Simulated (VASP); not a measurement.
**Bi2Se3 (Paraguanajuatite): optical spectrum**

Aim: the dielectric function of Bi2Se3 (Paraguanajuatite) for independent particles, and its static limit with local fields. The cell has space group R-3m. The start is a cell from a database of measured crystal structures.

Main program and level: VASP 6.6.1; PBE; plane waves and PAW (Bi_d, Se).

Most raw output is cut from this account.

## Step 1: Set-up

The structure is trigonal, space group R-3m (No. 166). Conventional cell: a = 4.143 Å, b = 4.143 Å, c = 28.636 Å, α = 90.00°, β = 90.00°, γ = 120.00°. Bi has 6 Se at 2.85 to 3.07 Å nearest. Se has 3 Bi at 2.85 Å nearest. Nearest to Se lie 6 Bi at 3.07 Å. Farther neighbours and most contacts between anions are not listed.

Structure file:

```cif
data_structure
_symmetry_space_group_name_H-M 'R-3m:H'
_symmetry_Int_Tables_number 166
_cell_length_a 4.1430
_cell_length_b 4.1430
_cell_length_c 28.6360
_cell_angle_alpha 90.000
_cell_angle_beta 90.000
_cell_angle_gamma 120.000
_cell_volume 425.67
loop_
_atom_site_label
_atom_site_type_symbol
_atom_site_symmetry_multiplicity
_atom_site_Wyckoff_symbol
_atom_site_fract_x
_atom_site_fract_y
_atom_site_fract_z
_atom_site_occupancy
Bi1 Bi 6 c 0.66667 0.33333 0.93253 1
Se1 Se 6 c 0.00000 0.00000 0.78830 1
Se2 Se 3 a 0.00000 0.00000 0.00000 1
```

## Step 2: Ground state

The ground state comes first.

File INCAR:

```
SYSTEM = Bi2Se3
PREC = Accurate
ENCUT = 400
EDIFF = 1E-07
NELM = 100
ISMEAR = 0
SIGMA = 0.05
LREAL = .FALSE.
ALGO = Normal
GGA = PE
NBANDS = 30
LORBIT = 11
LWAVE = .FALSE.
LCHARG = .FALSE.
KPAR = 4
```

File POSCAR:

```
Bi2Se3
1.0
    2.0715000000      1.1959810826      9.5453333333
   -2.0715000000      1.1959810826      9.5453333333
    0.0000000000     -2.3919621653      9.5453333333
Bi Se
2 3
Direct
    0.5992000000      0.5992000000      0.5992000000
    0.4008000000      0.4008000000      0.4008000000
    0.7883000000      0.7883000000      0.7883000000
    0.2117000000      0.2117000000      0.2117000000
    0.0000000000      0.0000000000      0.0000000000
```

File KPOINTS:

```
Automatic mesh
0
Gamma
6 6 6
0 0 0
```

The projector-augmented-wave data sets are Bi_d and Se (PBE family, release 64).

On the command line:

```
mpirun -np 4 vasp_std
```

Run time: 2.5 min. Hardware: 4 MPI ranks of AMD EPYC 7R43, shared host; peak memory 2.1 GiB; 9.8 min of CPU time.

The gap is read on the k-mesh alone, so it is an upper bound where the band edges lie off the mesh.

This step gave:

```yaml
free_energy_toten: -20.15 eV
fermi_energy: 5.075 eV
pressure: 2.509 GPa
gap_on_the_k_mesh: 0.2179 eV
least_direct_gap_on_the_k_mesh: 0.2179 eV
```

The cell has a gap of 0.218 eV on this mesh and a pressure of +2.5 GPa, which holds the misfit of the given cell and coordinates with this functional, and any error of cutoff, mesh and data sets. Spin-orbit coupling is left out, which can shift or reorder these edges. Forces of up to 0.19 eV/Å remain in these settings.

## Step 3: Spectrum

LOPTICS sums the direct transitions; the mesh is finer and NBANDS larger than for the ground state.

INCAR, as its differences from that of step 2:

```diff
@@ -10,4 +10,3 @@
 GGA = PE
-NBANDS = 30
-LORBIT = 11
+NBANDS = 88
 LWAVE = .FALSE.
@@ -15 +14,4 @@
 KPAR = 4
+LOPTICS = .TRUE.
+NEDOS = 2000
+CSHIFT = 0.1
```

POSCAR is that of step 2.

File KPOINTS:

```
Automatic mesh
0
Gamma
9 9 9
0 0 0
```

On the command line:

```
mpirun -np 4 vasp_std
```

It took 13 min on 4 MPI ranks; peak memory 4.7 GiB; 52 min of CPU time.

These are independent-particle spectra without excitons or local fields, and fine structure depends on the mesh and on CSHIFT.

This step gave:

```
Fermi energy                   : 5.077 eV
pressure                       : 2.531 GPa
gap on the k-mesh              : 0.2114 eV
least direct gap on the k-mesh : 0.2114 eV
```

The imaginary dielectric function has structure finer than the step of the table below, so its rows give means over 1 eV, whole bins alone (the curve runs from 0 to 25.0 eV). Peaks (eV: height): xx 2.1: 52.6; zz 2.5: 46.2.

Absorption under the direct gap is the tail of the CSHIFT broadening, and fine structure depends on the mesh. Imaginary dielectric function against photon energy; means over each step:

```csv
photon energy (eV),xx,zz
1,3.76,6.02
2,35.2,22.1
3,23.7,32.1
4,8.52,10.4
5,3.93,3.20
6,3.10,1.49
7,3.43,2.38
8,4.55,4.76
9,2.76,3.52
10,1.98,2.30
11,1.48,1.63
12,1.38,1.39
13,0.995,1.04
14,0.770,0.780
15,0.647,0.723
16,0.531,0.504
17,0.443,0.361
18,0.279,0.256
19,0.248,0.234
20,0.190,0.206
21,0.158,0.160
22,0.128,0.127
23,0.127,0.119
24,0.187,0.199
```

The real dielectric function by photon energy:

```
photon energy (eV)       xx       zz
               0.0     23.1     25.6
               0.5     24.3     22.4
               1.0     28.1     26.7
               1.5     35.4     23.1
               2.0     36.2     34.0
               2.5    -5.48     15.5
               3.0    -6.44    -6.87
               3.5    -10.8    -12.3
               4.0    -8.40    -11.4
               4.5    -5.48    -8.04
               5.0    -3.95    -5.23
               5.5    -2.09    -3.47
               6.0    -1.35    -1.67
               6.5   -0.660   -0.168
               7.0    0.224     1.38
               7.5    0.510     1.72
               8.0    -2.24  -0.0831
               8.5    -1.97    -1.63
               9.0    -1.79    -1.67
               9.5    -1.49    -1.51
              10.0    -1.27    -1.59
              10.5    -1.24    -1.31
              11.0   -0.870   -0.988
              11.5   -0.750   -0.892
              12.0   -0.740    -1.02
              12.5   -0.778   -0.791
              13.0   -0.751   -0.722
              13.5   -0.574   -0.638
              14.0   -0.430   -0.542
              14.5   -0.361   -0.312
              15.0   -0.323   -0.398
              15.5   -0.224   -0.357
              16.0   -0.133   -0.208
              16.5  -0.0761   -0.174
              17.0   -0.157   -0.106
              17.5  -0.0433  -0.0255
              18.0   0.0655   0.0616
              18.5    0.132    0.149
              19.0    0.190    0.215
              19.5    0.219    0.262
              20.0    0.282    0.280
              20.5    0.332    0.320
              21.0    0.384    0.380
              21.5    0.424    0.422
              22.0    0.480    0.479
              22.5    0.535    0.532
              23.0    0.592    0.584
              23.5    0.645    0.664
              24.0    0.735    0.744
              24.5    0.814    0.812
```

## Step 4: Static response with local fields

Perturbation theory (LEPSILON) gives the dielectric tensor with local fields, and the Born charges.

File INCAR:

```
SYSTEM = Bi2Se3
PREC = Accurate
ENCUT = 400
EDIFF = 1E-08
NELM = 100
ISMEAR = 0
SIGMA = 0.01
LREAL = .FALSE.
ALGO = Normal
GGA = PE
NBANDS = 30
LWAVE = .FALSE.
LCHARG = .FALSE.
KPAR = 4
LEPSILON = .TRUE.
```

POSCAR is that of step 3.

KPOINTS is that of step 3.

On the command line:

```
mpirun -np 4 vasp_std
```

Elapsed: 78 s, on 4 MPI ranks.

The run was stopped at its time limit, by a STOPCAR file.

More ranks or a longer limit would be the way on.

## Step 5: Results

```
PBE, independent particles : eps xx at zero frequency 23.1, centre of weight of eps2 xx, over the range kept, at 4.44 eV, mesh 9×9×9 (not shown to be converged at so small a direct gap)
```

In words: Excitons and quasiparticle shifts are absent, so the onset can't be set against measurement and its shape can differ. Spin-orbit coupling is left out; with Bi and Se in the cell it can split or shift band edges, by an amount that depends on which atoms form them and isn't tested here, and in small-gap compounds of such heavy atoms it can invert the bands. The atoms weren't relaxed and carry forces of up to 0.19 eV/Å at PBE in the first static run, so the numbers belong to the given coordinates, and a relaxation would change them.

[Lines on the potential files, build, host, timing and source positions are cut from VASP's logs without a mark.]

[Logs are printed without paths, hosts, clocks, repeated set-up lines and the standing remarks that a program may print on its own settings, such as how far it seeks lower states.]

[Hosts, paths, dates, database ids (printed as entryN), source tags and the programs' standing remarks are cut or masked in the printed files.]
